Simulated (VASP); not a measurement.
Given:

```xyz
64
Lattice="8.7583 0.0000 0.0000 0.0000 8.7583 0.0000 0.0000 0.0000 8.7583" Properties=species:S:1:pos:R:3 pbc="T T T"
Si     4.3637     0.0039     0.0029
Si     6.5736     2.1833     8.7577
Si     6.5750     8.7572     2.1813
Si     8.7518     0.0067     0.0059
Si     2.1918     2.1782     0.0038
Si     4.3697     4.3890     0.0010
Si     6.5794     6.5647     0.0043
Si     2.1907     0.0054     2.1779
Si     4.2868     2.0975     2.0974
Si     6.6524     4.4649     2.1062
Si     4.3697     0.0014     4.3886
Si     6.6562     2.1029     4.4649
Si     6.5793     0.0055     6.5656
Si     8.7502     4.3919     0.0044
Si     2.1913     6.5644     0.0059
Si     8.7570     2.1827     2.1816
Si     2.1847     4.3878     2.1813
Si     4.3686     6.5717     2.1824
Si     8.7514     0.0036     4.3920
Si     2.1838     2.1822     4.3878
Si     4.2791     4.4765     4.4768
Si     6.5734     6.5709     4.3872
Si     2.1924     0.0059     6.5639
Si     4.3697     2.1829     6.5700
Si     6.5745     4.3859     6.5693
Si     8.7515     6.5653     2.1772
Si     8.7579     4.3885     4.3877
Si     2.1909     6.5666     4.3932
Si     8.7519     2.1767     6.5658
Si     2.1901     4.3923     6.5675
Si     4.3643     6.5652     6.5666
Si     8.7507     6.5641     6.5640
C      5.4806     1.0977     1.0977
C      7.6553     3.2774     1.1004
C      7.6578     1.0983     3.2755
C      1.0922     1.0970     1.0952
C      3.2869     3.2939     1.0997
C      5.4642     5.4705     1.1023
C      7.6615     7.6649     1.0945
C      3.2860     1.1005     3.2944
C      7.6563     5.4708     3.2936
C      5.4653     1.1023     5.4693
C      7.6582     3.2923     5.4693
C      7.6608     1.0964     7.6661
C      1.0915     5.4741     1.0951
C      3.2814     7.6638     1.0958
C      1.0918     3.2858     3.2847
C      3.2844     5.4717     3.2758
C      5.4711     7.6654     3.2849
C      1.0919     1.0946     5.4745
C      3.2838     3.2758     5.4713
C      5.4801     5.4704     5.4708
C      7.6601     7.6631     5.4747
C      3.2825     1.0962     7.6619
C      5.4709     3.2862     7.6644
C      7.6601     5.4734     7.6618
C      1.0926     7.6638     3.2849
C      1.0923     5.4749     5.4752
C      3.2834     7.6653     5.4746
C      1.0911     3.2843     7.6647
C      3.2822     5.4745     7.6669
C      5.4719     7.6638     7.6639
C      1.0921     7.6647     7.6637
O      5.4852     3.2814     3.2809
```

Level of theory: HSE06 screened hybrid, VASP's PBE PAW potentials (set 64) (plane waves; VASP). Settings: PREC = Normal, LREAL = Auto, ISYM = 0, EDIFF = 1E-5, 400 eV cut-off, 1×1×1 Γ-centred mesh, Gaussian smearing of 0.050 eV, potentials Si C O.

The supercell is sampled at Γ alone, which is coarse: total energies, pressure and levels can be off, energies of defects by several tenths of an eV.

Task: What does the run give for the energy per atom (σ→0)?

Result: 
- energy per atom (σ→0) = -8.663 eV/atom

The absolute energy has meaning only against runs of the same code, potentials and settings.

The cell is a supercell with a defect, built from SiC (zinc blende): O_C. The cell's shape comes from a PBE relaxation. The run is not spin-polarised, so no state with unpaired spins was tried.
